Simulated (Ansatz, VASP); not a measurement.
## One calculation of KCd, two programs

```xyz
2
Lattice="4.3413 0.0000 0.0000 0.0000 4.3413 0.0000 0.0000 0.0000 4.3413" Properties=species:S:1:pos:R:3 pbc="T T T"
K     0.0000    0.0000    0.0000
Cd    2.1707    2.1707    2.1707
```

Alike in both runs: functional PBE; k mesh 9 × 9 × 9; occupations gaussian, width 0.05 eV; no spin polarisation.

Ansatz relaxed the structure, and its values are those at the end. VASP's run is a single point on that final structure, the one shown.

|  | VASP | Ansatz |
| --- | --- | --- |
| version | VASP 6.6.1 | Ansatz 0.2.0 |
| potentials or method | VASP PAW PBE potentials, release 64 (K_sv, Cd) | PAW with Ansatz's default frozen-core files, scalar-relativistic |
| plane-wave cutoff (eV) | 520 | 420 |
| valence electrons in the cell | 21 | 29 |

|  | VASP | Ansatz | Ansatz less VASP |
| --- | --- | --- | --- |
| gap on the k mesh at the Fermi level (eV) | none | none | - |
| pressure (GPa) | 0.0 | 0.0 | -0.01 |

A gap of «none» marks a metal or a gap that the smearing closes. The two sets of potentials don't hold the same shells in valence.
